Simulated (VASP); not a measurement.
Input for VASP

### POSCAR
```
CaSe
7.436510
  0.5679215116   0.0000000000   0.0000000000
  0.0000000000   0.5679215116   0.0000000000
  0.0000000000   0.0000000000   1.0000000000
Ca Se
2 2
Cartesian
  0.0000000000   0.2839607558   0.0000000000
  0.2839607558   0.0000000000   0.5000000000
  0.0000000000   0.0000000000   0.2500000000
  0.0000000000   0.0000000000   0.7500000000
```

**KPOINTS**
```
Automatic mesh
0
Gamma
5 5 3
0 0 0
```

**INCAR**
```
# general
SYSTEM  = CaSe
PREC    = Accurate
ENCUT   = 300
LREAL   = F
LASPH   = T

# electronic loop
EDIFF   = 1E-6
NELM    = 100
ALGO    = Normal
LMAXMIX = 4

# smearing
ISMEAR  = 0
SIGMA   = 0.136

# functional
GGA     = PE

# ions
ISIF    = 2

# output
LWAVE   = F
LCHARG  = F
```

POTCAR, in this order: Ca_sv Se (PBE.64 set). Program: vasp_std.

Translate this PBE calculation to Quantum ESPRESSO's pw.x.

One equivalent input (not run):
```
&CONTROL
  calculation = 'scf'
  pseudo_dir = './pseudo'
  outdir = './out'
  tprnfor = .true.
  tstress = .true.
/
&SYSTEM
  ibrav = 0
  nat = 4
  ntyp = 2
  ecutwfc = 86
  occupations = 'smearing'
  smearing = 'gaussian'
  degauss = 0.009996
  input_dft = 'pbe'
/
&ELECTRONS
  conv_thr = 7.3e-08
  electron_maxstep = 100
/
ATOMIC_SPECIES
  Ca 40.078 Ca.upf
  Se 78.971 Se.upf
CELL_PARAMETERS angstrom
     4.2233540    0.0000000    0.0000000
     0.0000000    4.2233540    0.0000000
     0.0000000    0.0000000    7.4365100
ATOMIC_POSITIONS crystal
  Ca   0.0000000  0.5000000  0.0000000
  Ca   0.5000000  0.0000000  0.5000000
  Se   0.0000000  0.0000000  0.2500000
  Se   0.0000000  0.0000000  0.7500000
K_POINTS automatic
  5 5 3 0 0 0
```
What does not carry over: the potentials are each code's own (VASP's PAW set, PseudoDojo norm-conserving files in pw.x), so ENCUT and ecutwfc are chosen apart and not converted; conv_thr bounds pw.x's estimated SCF error, while EDIFF bounds the energy change between steps.

The structure was generated: CaSe was put into an ordered model structure, which need not be its known phase. The cell was not relaxed at this level.
